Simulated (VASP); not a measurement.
# B5W2 (R-3m) in VASP: single point with PBE

Aim: the single point of B5W2 with PBE.

All numbers are computed with VASP 6.6.1; they aren't measurements. Logs are shortened: lines on timing, memory, paths and dates and some standing lists are left out, and cuts for length are marked.

**1. The crystal as given**

Symmetry: R-3m, No. 166, trigonal system. The conventional cell has a = 3.095 Å, b = 3.095 Å, c = 21.400 Å, α = 90.00°, β = 90.00°, γ = 120.00°. Around B (site symmetry 3m) lie 6 B at 1.83 to 1.96 Å. B (site symmetry 3m) is surrounded by 3 B at 1.79 Å. Around B (site symmetry -3m) lie 6 B at 1.83 Å. W (site symmetry 3m) is surrounded by 13 B at 2.32 to 2.63 Å.

**2. Single point, PBE**

INCAR

```
PREC     = Accurate       # precision mode
ENCUT    = 520            # plane-wave cutoff, eV
EDIFF    = 1E-7           # SCF threshold, eV
ISMEAR   = 0              # smearing method
SIGMA    = 0.1            # smearing width, eV
LREAL    = F              # projectors in reciprocal space
LASPH    = T              # aspherical terms in the spheres
NELM     = 60             # most SCF steps
ALGO     = Fast           # electronic algorithm
ISIF     = 2              # what is computed and relaxed
LWAVE    = F              # write WAVECAR
LCHARG   = T              # write CHGCAR
GGA      = PE             # functional
LELF     = T              # ELF
LVHAR    = T            
NBANDS   = 30             # bands
```

KPOINTS

```
regular mesh
0
Gamma
  15 15 15
```

POSCAR

```
B5W2
1.0
    1.5475416909      0.8934736118      7.1332836439
   -1.5475416909      0.8934736118      7.1332836439
    0.0000000000     -1.7869472236      7.1332836439
B W
5 2
Direct
    0.1852275398      0.1852275398      0.1852275398
    0.8147724602      0.8147724602      0.8147724602
    0.3310295727      0.3310295727      0.3310295727
    0.6689704273      0.6689704273      0.6689704273
    0.5000000000      0.5000000000      0.5000000000
    0.0767644372      0.0767644372      0.0767644372
    0.9232355628      0.9232355628      0.9232355628
```

Potentials or basis: VASP PAW PBE potentials, release 64 (B, W_sv).

Command:

```
> cat potpaw_PBE.64/B/POTCAR potpaw_PBE.64/W_sv/POTCAR > POTCAR
> mpirun -np 1 vasp_std > vasp.out
```

OUTCAR:

```text
PREC = Accurate
   ENCUT = 520
   EDIFF = 1E-7
   ISMEAR = 0
   LREAL = F
   LASPH = T
   NELM = 60
   ISIF = 2
   GGA = PE

 ion  position               nearest neighbor table
   1  0.185  0.185  0.185-   5 1.83   5 1.83   5 1.83   2 1.96   2 1.96   2 1.96   6 2.32   7 2.35
                             7 2.35   7 2.35
   2  0.815  0.815  0.815-   5 1.83   5 1.83   5 1.83   1 1.96   1 1.96   1 1.96   7 2.32   6 2.35
                             6 2.35   6 2.35
   3  0.331  0.331  0.331-   4 1.79   4 1.79   4 1.79   7 2.39   7 2.39   7 2.39   6 2.46   6 2.46
                             6 2.46
   4  0.669  0.669  0.669-   3 1.79   3 1.79   3 1.79   6 2.39   6 2.39   6 2.39   7 2.46   7 2.46
                             7 2.46
   5  0.500  0.500  0.500-   1 1.83   2 1.83   1 1.83   1 1.83   2 1.83   2 1.83   6 2.63   7 2.63
                             6 2.63   7 2.63   6 2.63   7 2.63
   6  0.077  0.077  0.077-   1 2.32   2 2.35   2 2.35   2 2.35   4 2.39   4 2.39   4 2.39   3 2.46
                             3 2.46   3 2.46   5 2.63   5 2.63   5 2.63   7 3.29
   7  0.923  0.923  0.923-   2 2.32   1 2.35   1 2.35   1 2.35   3 2.39   3 2.39   3 2.39   4 2.46
                             4 2.46   4 2.46   5 2.63   5 2.63   5 2.63   6 3.29

  LATTYP: Found a trigonal (rhomboedric) cell.
 ALAT       =     7.3537008319
 COS(alpha) =     0.9114267061

  Lattice vectors:

 A1 = (   1.5475416909,   0.8934736118,   7.1332836439)
 A2 = (  -1.5475416909,   0.8934736118,   7.1332836439)
 A3 = (   0.0000000000,  -1.7869472236,   7.1332836439)

Analysis of symmetry for initial positions (statically):
=====================================================================
 Subroutine PRICEL returns:
 Original cell was already a primitive cell.

 Routine SETGRP: Setting up the symmetry group for a
 trigonal (rhombohedral) supercell.

 Subroutine GETGRP returns: Found 12 space group operations
 (whereof 12 operations were pure point group operations)
 out of a pool of 12 trial point group operations.

The static configuration has the point symmetry D_3d.

Analysis of symmetry for dynamics (positions and initial velocities):
=====================================================================
 Subroutine PRICEL returns:
 Original cell was already a primitive cell.

 Routine SETGRP: Setting up the symmetry group for a
 trigonal (rhombohedral) supercell.

 Subroutine GETGRP returns: Found 12 space group operations
 (whereof 12 operations were pure point group operations)
 out of a pool of 12 trial point group operations.

The dynamic configuration has the point symmetry D_3d.

 Subroutine INISYM returns: Found 12 space group operations
 (whereof 12 operations are pure point group operations),
 and found     1 'primitive' translations

----------------------------------------------------------------------------------------

                                     Primitive cell

  volume of cell :      59.1786

  direct lattice vectors                    reciprocal lattice vectors
     1.547541691  0.893473612  7.133283644     0.323093073  0.186537872  0.046729297
    -1.547541691  0.893473612  7.133283644    -0.323093073  0.186537872  0.046729297
     0.000000000 -1.786947224  7.133283644     0.000000000 -0.373075745  0.046729297

  length of vectors
     7.353700832  7.353700832  7.353700832     0.375990876  0.375990876  0.375990876

  position of ions in fractional coordinates (direct lattice)
     0.185227540  0.185227540  0.185227540
     0.814772460  0.814772460  0.814772460
     0.331029573  0.331029573  0.331029573
     0.668970427  0.668970427  0.668970427
     0.500000000  0.500000000  0.500000000
     0.076764437  0.076764437  0.076764437
     0.923235563  0.923235563  0.923235563

  ion indices of the primitive-cell ions
   primitive index   ion index
                 1           1
                 2           2
                 3           3
                 4           4
                 5           5
                 6           6
                 7           7

----------------------------------------------------------------------------------------

 KPOINTS: regular mesh

Automatic generation of k-mesh.
 Grid dimensions read from file:
 generate k-points for:   15   15   15

 Generating k-lattice:

  Cartesian coordinates                     Fractional coordinates (reciprocal lattice)
     0.021539538  0.012435858  0.003115286     0.066666667  0.000000000  0.000000000
    -0.021539538  0.012435858  0.003115286     0.000000000  0.066666667  0.000000000
     0.000000000 -0.024871716  0.003115286     0.000000000  0.000000000  0.066666667

  Length of vectors
     0.025066058  0.025066058  0.025066058

  Shift w.r.t. Gamma in fractional coordinates (k-lattice)
     0.000000000  0.000000000  0.000000000

 Subroutine IBZKPT returns following result:
 ===========================================

 Found    344 irreducible k-points:

 Following reciprocal coordinates:
            Coordinates               Weight
  0.000000  0.000000  0.000000      1.000000
  0.066667  0.000000  0.000000      6.000000
  0.133333  0.000000  0.000000      6.000000
  0.200000  0.000000  0.000000      6.000000
  0.266667  0.000000  0.000000      6.000000
  0.333333  0.000000  0.000000      6.000000
[... 16 lines left out ...]
  0.133333  0.133333  0.000000      6.000000
  0.200000  0.133333 -0.000000     12.000000
 [... further k-points ...]
   k-points           NKPTS =    344   k-points in BZ     NKDIM =    344   number of bands    NBANDS=     30
   number of dos      NEDOS =    301   number of ions     NIONS =      7
   total plane-waves  NPLWV = 175616
   dimension x,y,z NGX =    56 NGY =   56 NGZ =   56
   dimension x,y,z NGXF=   112 NGYF=  112 NGZF=  112
   ions per type =               5   2
   NGX,Y,Z   is equivalent  to a cutoff of  12.66, 12.66, 12.66 a.u.
   NGXF,Y,Z  is equivalent  to a cutoff of  25.32, 25.32, 25.32 a.u.
 SYSTEM =  unknown system
   PREC   = accura    normal or accurate (medium, high low for compatibility)
   ISTART =      0    job   : 0-new  1-cont  2-samecut
   ICHARG =      2    charge: 1-file 2-atom 10-const
   ISPIN  =      1    spin polarized calculation?
   LNONCOLLINEAR =      F non collinear calculations
   LSORBIT =      F    spin-orbit coupling
   LASPH  =      T    aspherical Exc in radial PAW
   ENCUT  =  520.0 eV  38.22 Ry    6.18 a.u.  13.67 13.67 13.67*2*pi/ulx,y,z
   NELM   =     60;   NELMIN=  2; NELMDL= -5     # of ELM steps
   EDIFF  = 0.1E-06   stopping-criterion for ELM
   LREAL  =      F    real-space projection
   EDIFFG = 0.1E-05   stopping-criterion for IOM
   NSW    =      0    number of steps for IOM
   IBRION =     -1    ionic relax: 0-MD 1-quasi-New 2-CG
   NFREE  =      0    steps in history (QN), initial steepest desc. (CG)
   ISIF   =      2    stress and relaxation
   ISYM   =      2    0-nonsym 1-usesym 2-fastsym
   POTIM  = 0.5000    time-step for ionic-motion
   TEBEG  =    0.0;   TEEND  =   0.0 temperature during run
   PSTRESS=    0.0 pullay stress
   NELECT =      43.0000    total number of electrons
   NUPDOWN=      -1.0000    fix difference up-down
   EMIN   =  10.00;   EMAX   =-10.00  energy-range for DOS
   EFERMI =   0.00;   METHOD = LEGACY
   ISMEAR =     0;   SIGMA  =   0.10  broadening in eV -4-tet -1-fermi 0-gaus
   EFERMI_NEDOS =   21; number of points for ismear=-14 and -15
   IALGO  =     68    algorithm
   IMIX   =      4    mixing-type and parameters
     AMIX     =   0.40;   BMIX     =  1.00
     AMIX_MAG =   1.60;   BMIX_MAG =  1.00
  volume/ion in A,a.u.               =       8.45        57.05
  Fermi-wavevector in a.u.,A,eV,Ry     =   1.471779  2.781260 29.472049  2.166134
  Thomas-Fermi vector in A             =   2.586874
   LORBIT       =      0    0 simple, 1 ext, 2 COOP (PROOUT), +10 PAW based schemes
   GGA     = PE    functional components
   LHFCALC =     F    Hartree Fock is set to
   AEXX    =    0.0000 exact exchange contribution
   IVDW    =     0    specifies the selected vdW correction
   LEPSILON=     F    determine dielectric tensor
   LRPA    =     F    only Hartree local field effects (RPA)
 non-spin polarized calculation
 RMM-DIIS sequential band-by-band and
 Gauss-broadening in eV      SIGMA  =   0.10
  energy-cutoff  :      520.00
  volume of cell :       59.18
 maximum number of plane-waves:      1610
   NGX = 27   NGY = 27   NGZ = 27

 number of electron      43.0000000 magnetization

 Free energy of the ion-electron system (eV)
  ---------------------------------------------------
  ext. energy  EPLUGINS =         0.00000000
  ---------------------------------------------------
  free energy    TOTEN  =       -57.65509342 eV

  energy without entropy =      -57.64380209  energy(sigma->0) =      -57.64944776

 E-fermi :  11.9656     XC(G=0): -13.4479

 val. band max:       11.9649983220   @ k =  -0.4000   0.4667   0.2667
 cond. band min:      11.9674577878   @ k =  -0.3333  -0.4000   0.2667
 fundamental gap:      0.0024594659
 Fermi energy:        11.9656400217

 k-point     1 :       0.0000    0.0000    0.0000
  band No.  band energies     occupation
      1     -63.0905      2.00000
      2     -63.0875      2.00000
      3     -27.5885      2.00000
      4     -27.4707      2.00000
      5     -27.1359      2.00000
      6     -27.1359      2.00000
[... 22 lines left out ...]
     29      14.3635      0.00000
     30      15.9535      0.00000

 k-point     2 :       0.0667    0.0000    0.0000
  band No.  band energies     occupation
      1     -63.0894      2.00000
      2     -63.0864      2.00000
      3     -27.5847      2.00000
      4     -27.4679      2.00000
      5     -27.1554      2.00000
      6     -27.1478      2.00000
[... 22 lines left out ...]
     29      14.4114      0.00000
     30      16.4436      0.00000

 k-point     3 :       0.1333    0.0000    0.0000
  band No.  band energies     occupation
      1     -63.0864      2.00000
      2     -63.0834      2.00000
      3     -27.5741      2.00000
      4     -27.4598      2.00000
      5     -27.2101      2.00000
      6     -27.2014      2.00000
[... 682 lines left out ...]
     29      14.9967      0.00000
     30      16.3654      0.00000

 k-point    24 :       0.2000    0.1333   -0.0000
  band No.  band energies     occupation
      1     -63.0836      2.00000
      2     -63.0807      2.00000
      3     -27.5632      2.00000
      4     -27.4538      2.00000
      5     -27.2570      2.00000
      6     -27.2480      2.00000
[... 22 lines left out ...]
     29      15.3313      0.00000
     30      16.2967      0.00000

 [... further k-points ...]
[... 5 lines left out ...]
  --------------------------------------------------------------------------------------
  -------------------------------------------------------------------------------------
  Total        0.1491203      0.1491203      0.2100119      0.0000000      0.0000000      0.0000000
  in kB        4.0372216      4.0372216      5.6857759      0.0000000      0.0000000      0.0000000
  external PRESSURE =       4.5867397 kB  Pullay stress =       0.0000000 kB

 VOLUME and BASIS-vectors are now :
 -----------------------------------------------------------------------------
  energy-cutoff  :      520.00
  volume of cell :       59.18
      direct lattice vectors                 reciprocal lattice vectors
     1.547541691  0.893473612  7.133283644     0.323093073  0.186537872  0.046729297
    -1.547541691  0.893473612  7.133283644    -0.323093073  0.186537872  0.046729297
     0.000000000 -1.786947224  7.133283644     0.000000000 -0.373075745  0.046729297

 POSITION                                       TOTAL-FORCE (eV/Angst)
 -----------------------------------------------------------------------------------
      0.00000      0.00000      3.96384        -0.000000     -0.000000     -0.003923
      0.00000      0.00000     17.43601        -0.000000      0.000000      0.003923
      0.00000      0.00000      7.08398        -0.000000      0.000000      0.004304
      0.00000      0.00000     14.31587        -0.000000     -0.000000     -0.004304
      0.00000      0.00000     10.69993         0.000000      0.000000      0.000000
      0.00000      0.00000      1.64275        -0.000000      0.000000     -0.000703
      0.00000      0.00000     19.75710        -0.000000     -0.000000      0.000703
 -----------------------------------------------------------------------------------
    total drift:                                0.000000      0.000000     -0.000000

  FREE ENERGIE OF THE ION-ELECTRON SYSTEM (eV)
  ---------------------------------------------------
  free  energy   TOTEN  =       -57.6550934230 eV

  energy  without entropy=      -57.6438020879  energy(sigma->0) =      -57.64944776
```

It took 32 min on 1 thread of Intel Xeon 6975P-C (Granite Rapids), shared host; peak memory 0.79 GiB.

Results:

```
Free energy            : -57.6551 eV
Pressure               : 0.5 GPa
Largest force          : 0.004 eV/Å
Band gap on the k mesh : none (metal or under the smearing width)
```

Forces on the atoms (eV/Å):
```
B    0.000  0.000 -0.004
B    0.000  0.000  0.004
B    0.000  0.000  0.004
B    0.000  0.000 -0.004
B    0.000  0.000  0.000
W    0.000  0.000 -0.001
W    0.000  0.000  0.001
```

The run has no spin-orbit coupling, so splittings on W are missing.
